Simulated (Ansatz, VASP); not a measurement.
MgAl2Sb2: VASP beside Ansatz

```
Sb Al Mg
1.0
     4.60384    0.00000    0.00000
    -2.30192    3.98704    0.00000
     0.00000    0.00000    7.08632
Sb Al Mg
2 2 1
Direct
  0.33405 0.66755 0.23001
  0.66583 0.33167 0.77159
  0.34024 0.66806 0.62382
  0.65748 0.33350 0.36743
  0.00307 0.00134 0.00195
```

Change from the starting cell: atoms moved at random, drawn with an rms of 0.05 Å.

Alike in both runs: task single point; functional PBE; k mesh 7 × 7 × 4; occupations fermi-dirac, width 0.05 eV; no spin polarisation.

```csv
,VASP,Ansatz
version,VASP 6.6.1,Ansatz 0.2.0
potentials or method,"VASP PAW PBE potentials, release 64 (Sb, Al, Mg)",Ansatz PAW
plane-wave cutoff (eV),520,420
valence electrons in the cell,18,46
```

Ansatz gave:

- gap on the k mesh at the Fermi level (eV): none
- pressure (GPa): 0.2
- largest component of the traceless stress (GPa): 0.43
- rms of the force components (eV/Å): 0.111

Question: Estimate VASP's values.

Answer: gap on the k mesh at the Fermi level (eV): none; pressure (GPa): 0.3; largest component of the traceless stress (GPa): 0.44; rms of the force components (eV/Å): 0.114.

Atom by atom the forces differ by 0.010 eV/Å (rms over components). A gap of «none» marks a metal or a gap that the smearing closes. The two sets of potentials don't hold the same shells in valence.

Spin-orbit coupling is left out, which matters for the levels of Sb.
